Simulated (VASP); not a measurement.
Input:

```
CELL_PARAMETERS angstrom
      0.00000     1.75158     1.75158
      1.75158     0.00000     1.75158
      1.75158     1.75158     0.00000
ATOMIC_POSITIONS crystal
  Cu 0.00000 0.00000 0.00000
```

All values below come from PBE GGA, VASP's PBE PAW potentials (set 64) (plane waves; VASP). Numerical set-up: 500 eV cut-off, 18×18×18 Γ-centred mesh, first-order Methfessel-Paxton smearing of 0.10 eV, potentials Cu.

### Question
Estimate the energy per atom (σ→0), pressure, band gap (on the k-mesh) with the smallest direct gap where there is one.

### Answer

- band gap (on the k-mesh): none (metal, semimetal or under 0.01 eV)
- energy per atom (σ→0): -3.656 eV/atom
- pressure: 20.07 GPa

The compound is Cu in the fcc structure. It was relaxed first under an external pressure of 20 GPa.
